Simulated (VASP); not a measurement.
Data:

```
TiSe2
1.0
    1.83620    -3.18040     0.00000
    1.83620     3.18040     0.00000
    0.00000     0.00000     6.38185
Ti Se
1 2
Direct
  0.00000   0.00000   0.00000
  0.33333   0.66667   0.24291
  0.66667   0.33333   0.75709
```

All values below come from vdW-DF2, VASP's PBE PAW potentials (set 64) (plane waves; VASP). Run with 520 eV cut-off, Gaussian smearing of 0.050 eV, potentials Ti_sv Se.

Q: Give the energies of bands 7 to 15 at the high-symmetry points, in eV from the Fermi level.

A: 
```
band      Γ      M      K      A      L      H
----  -----  -----  -----  -----  -----  -----
7     -4.58  -4.55  -3.77  -3.52  -4.60  -3.68
8     -2.29  -3.39  -3.48  -2.26  -3.88  -3.68
9     -2.29  -2.48  -3.48  -2.26  -2.47  -3.50
10    -0.15  -2.26  -2.30  -2.13  -2.37  -2.63
11     0.19  -2.24  -2.30   0.08  -1.26  -2.02
12     0.19  -1.31  -2.19   0.08  -1.09  -2.02
13     0.26   0.06   0.78   0.25  -0.07   0.79
14     0.26   0.93   1.20   0.25   0.93   1.00
15     0.58   1.26   1.20   0.93   1.24   1.00
```

It has no gap at this level: it comes out as a metal or semimetal.

The compound is TiSe2 in the 1T layered structure. It was relaxed first, which changed the volume by +14 %.
